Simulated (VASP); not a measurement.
Data:

```
CELL_PARAMETERS angstrom
      0.00000     1.99705     1.99705
      1.99705     0.00000     1.99705
      1.99705     1.99705     0.00000
ATOMIC_POSITIONS crystal
  Li 0.00000 0.00000 0.00000
  H  0.50000 0.50000 0.50000
```

Computed with r2SCAN meta-GGA, VASP's PBE PAW potentials (set 64) (plane waves; VASP). Run with 600 eV cut-off, 10×10×10 Γ-centred mesh, Gaussian smearing of 0.050 eV, potentials Li_sv H.

Each row applies one change to this cell, which was relaxed at other settings and keeps the small stress of the first row; at a fixed cut-off the stress holds a Pulay part, so it need not integrate to ΔE exactly. Stress is in GPa, positive when the cell is compressed; gaps are those on the k-mesh, and 0.00 means metallic.

```csv
change,ΔE (meV/atom),σxx,σyy,σzz,"largest shear component, with its sign (GPa)",gap (eV)
none,0.0,-0.05,-0.05,-0.05,0.00,3.57
biaxial strain of -3.0 % in the xz plane,6.0,3.62,0.75,3.62,0.00,3.16
shear strain γ_yz = +2.0 %,0.5,-0.06,0.02,0.02,-1.04,3.57
shear strain γ_yz = +4.0 %,2.1,-0.09,0.08,0.08,-2.14,3.56
shear strain γ_yz = +3.0 %,1.2,-0.07,0.10,0.10,-1.58,3.57
```

Failed runs are left out, and for metals the shear rows, which the mesh's noise covers.

The compound is LiH in the rock salt structure.
